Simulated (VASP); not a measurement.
Input:

```
IrO2
1.0
    1.47597     0.85215     4.69343
   -1.47597     0.85215     4.69343
    0.00000    -1.70431     4.69343
Ir O
1 2
Direct
  0.00297   0.00297   0.00297
  0.75020   0.75020   0.75020
  0.58013   0.58013   0.58013
```

Method: PBEsol GGA, VASP's PBE PAW potentials (set 64) (plane waves; VASP). Run with 520 eV cut-off, 14×14×14 Γ-centred mesh, tetrahedra with Blöchl corrections, potentials Ir O.

Without a dispersion term in the relaxation, distances and binding between the weakly bound layers, chains or molecules are unreliable, and so is what depends on them.  Unless said otherwise, spin-orbit coupling is left out, though it shifts the bands of the heavy elements here.

Question: Tabulate the total density of states (states/eV per cell) against energy (eV; zero at the valence-band maximum or, without a gap, the Fermi level).

Answer: 
(E (eV), DOS (states/eV)): (-9.98, 0.00); (-9.74, 0.00); (-9.50, 0.00); (-9.26, 0.00); (-9.02, 0.00); (-8.90, 0.00); (-8.66, 0.04); (-8.42, 1.33); (-8.18, 4.59); (-7.94, 2.35); (-7.70, 0.65); (-7.46, 2.52); (-7.22, 2.84); (-6.98, 2.22); (-6.74, 3.36); (-6.62, 5.84); (-6.38, 1.77); (-6.14, 1.13); (-5.90, 2.05); (-5.66, 2.92); (-5.42, 4.49); (-5.18, 2.49); (-4.94, 2.28); (-4.70, 1.68); (-4.46, 0.33); (-4.34, 0.00); (-4.10, 0.00); (-3.86, 0.80); (-3.62, 3.50); (-3.38, 5.47); (-3.14, 3.01); (-2.90, 1.67); (-2.66, 0.73); (-2.42, 0.47); (-2.18, 0.29); (-2.06, 0.27); (-1.82, 0.55); (-1.58, 0.66); (-1.34, 0.56); (-1.10, 0.74); (-0.86, 1.00); (-0.62, 1.19); (-0.38, 2.05); (-0.14, 5.23); (0.10, 2.36); (0.22, 1.30); (0.46, 6.26); (0.70, 3.49); (0.94, 0.99); (1.18, 0.69); (1.42, 0.90); (1.66, 1.48); (1.90, 2.43); (2.14, 1.54); (2.38, 0.14); (2.50, 0.14); (2.74, 0.15); (2.98, 0.16); (3.22, 0.17); (3.46, 0.17)
Within 2 eV below the Fermi level the largest weight inside VASP's projection spheres is Ir d, then O p.

The structure was generated: IrO2 was put into the 3R-MoS2 type (R3m), which need not be its known phase. It was relaxed first, which changed the volume by +13 %. The electron count is odd and the run is not spin-polarised, which forces a metal.
